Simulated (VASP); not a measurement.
Runs of VASP 6.6.1 on ClSiBrH2. The cell holds a molecule in a box, 5 atoms: a = 12.000 Å, b = 12.000 Å, c = 12.000 Å, α = 90.00°, β = 90.00°, γ = 90.00°. 

| task | level | potentials or basis | cell | cutoff (eV) | grid for exact exchange (PRECFOCK) | exchange at q = 0 | gap on the mesh (eV) | largest force (eV/Å) |
| --- | --- | --- | --- | --- | --- | --- | --- | --- |
| single point | B3LYP+D4 | VASP PAW PBE potentials, release 64 (Cl, Si, Br, H) | as given | 520 | Fast | truncated | 7.60 | (a) |
| single point | RPBE+D3(BJ) | VASP PAW PBE potentials, release 64 (Cl, Si, Br, H) | as given | 520 | - | - | 5.99 | 0.16 |
| relaxation of the atoms | PBE+TS | VASP PAW PBE potentials, release 64 (Cl_h, Si, Br, H_h) | atoms relaxed | 900 | - | - | 5.84 | 0.01 |
| atomic charges | PBE+TS | VASP PAW PBE potentials, release 64 (Cl, Si, Br, H) | as given | 520 | - | - | 5.96 | (c) |
| electron localisation function | PBE | VASP PAW PBE potentials, release 64 (Cl, Si, Br, H) | as given | 520 | - | - | 5.96 | 0.23 |
| relaxation of the atoms | SCAN+D4 | VASP PAW PBE potentials, release 64 (Cl, Si, Br, H) | atoms relaxed | 520 | - | - | (b) | 0.01 |
| single point | SCAN | VASP PAW PBE potentials, release 64 (Cl, Si, Br, H) | as given | 520 | - | - | 6.67 | 0.12 |

Alike in all rows: no spin polarisation; k mesh 1 × 1 × 1; smearing gaussian 0.01 eV.

Q: Fill in the values left out.

A: (a) 0.34; (b) 6.71; (c) 0.27.

Caveats: the PAW data sets were made with another functional, which shifts forces and pressure a little (some runs).

A k mesh can miss the band edges, and the runs leave out spin-orbit coupling on Br.

Not every run made on this cell is shown here.
